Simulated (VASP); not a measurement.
Level of theory: PBEsol GGA, VASP's PBE PAW potentials (set 64) (plane waves; VASP).

VASP input:

### POSCAR
```
Bi
1
    3.4645967583    -0.0000000000     0.0000000000
   -1.7322983792     3.0004288269     0.0000000000
    0.0000000000     0.0000000000     5.7569934441
Bi
2
Direct
  0.3333330000   0.6666670000   0.2500000000
  0.6666670000   0.3333330000   0.7500000000
```

**INCAR**
```
! general
SYSTEM  = Bi
PREC    = Accurate
ENCUT   = 400
LREAL   = .FALSE.
LASPH   = .TRUE.

! electronic loop
EDIFF   = 1E-7
NELM    = 100
ALGO    = Normal
LMAXMIX = 4

! smearing
ISMEAR  = -5

! functional
GGA     = PS

! ions
ISIF    = 2

! output
LWAVE   = .FALSE.
LCHARG  = .TRUE.
LORBIT  = 11
NEDOS   = 601
```

File KPOINTS:
```
Regular mesh
0
gamma
 14 14 7
```

POTCAR, in this order: Bi_d (PBE.64 set). Program: vasp_std.

Output of the run:

**OUTCAR**
```
 ion  position               nearest neighbor table
   1  0.333  0.667  0.250-   2 3.51   2 3.51   2 3.51   2 3.51   2 3.51   2 3.51
   2  0.667  0.333  0.750-   1 3.51   1 3.51   1 3.51   1 3.51   1 3.51   1 3.51
  LATTYP: Found a hexagonal cell.
 ALAT       =     3.4645967583
 C/A-ratio  =     1.6616633466
 Subroutine PRICEL returns:
 Original cell was already a primitive cell.
 Subroutine GETGRP returns: Found 24 space group operations
The static configuration has the point symmetry D_3d.
 The point group associated with its full space group is D_6h.
The dynamic configuration has the point symmetry D_3d.
 Subroutine INISYM returns: Found 24 space group operations
 Subroutine IBZKPT returns following result:
 Found     96 irreducible k-points:

 Following reciprocal coordinates:
            Coordinates               Weight
  0.000000  0.000000  0.000000      1.000000
  0.071429  0.000000  0.000000      6.000000
  0.142857  0.000000  0.000000      6.000000
  0.214286  0.000000  0.000000      6.000000
  0.285714  0.000000  0.000000      6.000000
  0.357143  0.000000  0.000000      6.000000
  0.428571  0.000000  0.000000      6.000000
  0.500000  0.000000  0.000000      3.000000
  0.071429  0.071429  0.000000      6.000000
  0.142857  0.071429  0.000000     12.000000
  0.214286  0.071429  0.000000     12.000000
  0.285714  0.071429  0.000000     12.000000
  0.357143  0.071429  0.000000     12.000000
  0.428571  0.071429  0.000000     12.000000
  0.142857  0.142857  0.000000      6.000000
  0.214286  0.142857  0.000000     12.000000
  0.285714  0.142857  0.000000     12.000000
  0.357143  0.142857  0.000000     12.000000
  0.428571  0.142857  0.000000      6.000000
  0.214286  0.214286  0.000000      6.000000
  0.285714  0.214286  0.000000     12.000000
  0.357143  0.214286  0.000000     12.000000
...
```

OSZICAR:
```
       N       E                     dE             d eps       ncg     rms          rms(c)
DAV:   1     0.271119893904E+03    0.27112E+03   -0.14710E+04  3648   0.170E+03
DAV:   2     0.127231137503E+02   -0.25840E+03   -0.25437E+03  3687   0.430E+02
DAV:   3    -0.773722716157E+01   -0.20460E+02   -0.20117E+02  4241   0.144E+02
DAV:   4    -0.840063901925E+01   -0.66341E+00   -0.66242E+00  4189   0.284E+01
DAV:   5    -0.842986599266E+01   -0.29227E-01   -0.29252E-01  4957   0.517E+00    0.645E-01
DAV:   6    -0.841599513237E+01    0.13871E-01   -0.30120E-02  4203   0.217E+00    0.358E-01
DAV:   7    -0.841223151592E+01    0.37636E-02   -0.14427E-02  4589   0.147E+00    0.119E-01
DAV:   8    -0.841209183661E+01    0.13968E-03   -0.72752E-04  4046   0.405E-01    0.959E-03
DAV:   9    -0.841209557204E+01   -0.37354E-05   -0.24964E-05  5550   0.478E-02    0.435E-03
DAV:  10    -0.841209650958E+01   -0.93754E-06   -0.87430E-07  4125   0.115E-02    0.417E-04
DAV:  11    -0.841209646640E+01    0.43182E-07   -0.80678E-08  2264   0.432E-03
   1 F= -.84120965E+01 E0= -.84120965E+01  d E =0.000000E+00
```

### OUTCAR
```
------------------------ aborting loop because EDIFF is reached ----------------------------------------
  FORCE on cell =-STRESS in cart. coord.  units (eV):
  Direction    XX          YY          ZZ          XY          YZ          ZX
  --------------------------------------------------------------------------------------
  Total        0.0406308      0.0406308      0.2574915     -0.0000000      0.0000000      0.0000000
  in kB        1.0877623      1.0877623      6.8935320     -0.0000000      0.0000000      0.0000000
  external PRESSURE =       3.0230189 kB  Pullay stress =       0.0000000 kB
  volume of cell :       59.85
      direct lattice vectors                 reciprocal lattice vectors
     3.464596758  0.000000000  0.000000000     0.288633879  0.166642846  0.000000000
    -1.732298379  3.000428827  0.000000000     0.000000000  0.333285693  0.000000000
     0.000000000  0.000000000  5.756993444     0.000000000  0.000000000  0.173701778
 POSITION                                       TOTAL-FORCE (eV/Angst)
 -----------------------------------------------------------------------------------
     -0.00000      2.00029      1.43925         0.000000     -0.000000      0.000000
      1.73230      1.00014      4.31775        -0.000000      0.000000      0.000000
 -----------------------------------------------------------------------------------
    total drift:                               -0.000612      0.000306      0.000026
  FREE ENERGIE OF THE ION-ELECTRON SYSTEM (eV)
  ---------------------------------------------------
  free  energy   TOTEN  =        -8.4120964664 eV

  energy  without entropy=       -8.4120964664  energy(sigma->0) =       -8.41209647

 total charge

# of ion       s       p       d       tot
------------------------------------------
    1        1.554   1.263   9.924  12.741
    2        1.554   1.263   9.924  12.741
--------------------------------------------------
tot          3.107   2.526  19.849  25.482
```
(Selected blocks of OUTCAR.)

OUTCAR:
```
 val. band max:        8.4429322045   @ k =   0.2143   0.0714   0.0000

 cond. band min:       8.1441498459   @ k =   0.3571   0.2857   0.0000


 Fermi energy:         8.3404628705

 k-point     1 :       0.0000    0.0000    0.0000
  band No.  band energies     occupation
      1     -14.7146      2.00000
      2     -14.7035      2.00000
      3     -14.6928      2.00000
      4     -14.6928      2.00000
      5     -14.6831      2.00000
      6     -14.6831      2.00000
      7     -14.6471      2.00000
      8     -14.6471      2.00000
      9     -14.5520      2.00000
     10     -14.5520      2.00000
     11      -5.5701      2.00000
     12      -2.6335      2.00000
     13       2.7589      2.00000
     14      12.0267      0.00000
     15      12.0267      0.00000
     16      13.3586      0.00000
     17      13.6067      0.00000
     18      13.6067      0.00000
     19      15.6921      0.00000

 k-point     2 :       0.0714    0.0000    0.0000
  band No.  band energies     occupation
      1     -14.7145      2.00000
      2     -14.7030      2.00000
      3     -14.6893      2.00000
      4     -14.6851      2.00000
      5     -14.6796      2.00000
      6     -14.6755      2.00000
      7     -14.6503      2.00000
      8     -14.6496      2.00000
      9     -14.5564      2.00000
     10     -14.5513      2.00000
     11      -5.4866      2.00000
     12      -2.5689      2.00000
     13       2.8555      2.00000
     14      11.0432      0.00000
     15      11.6953      0.00000
     16      12.8778      0.00000
     17      13.3062      0.00000
     18      13.6574      0.00000
     19      16.2574      0.00000

 k-point     3 :       0.1429    0.0000    0.0000
  band No.  band energies     occupation
      1     -14.7234      2.00000
      2     -14.6944      2.00000
      3     -14.6864      2.00000
      4     -14.6634      2.00000
      5     -14.6616      2.00000
      6     -14.6595      2.00000
      7     -14.6563      2.00000
...
```

For a metal the tetrahedron method with Blöchl corrections gives inexact stress and forces. Unless said otherwise, spin-orbit coupling is left out, though it shifts the bands of the heavy elements here.

The structure was generated: Bi was put into the hcp type (P6_3/mmc), which need not be its known phase. It was relaxed first, which changed the volume by -6 %.
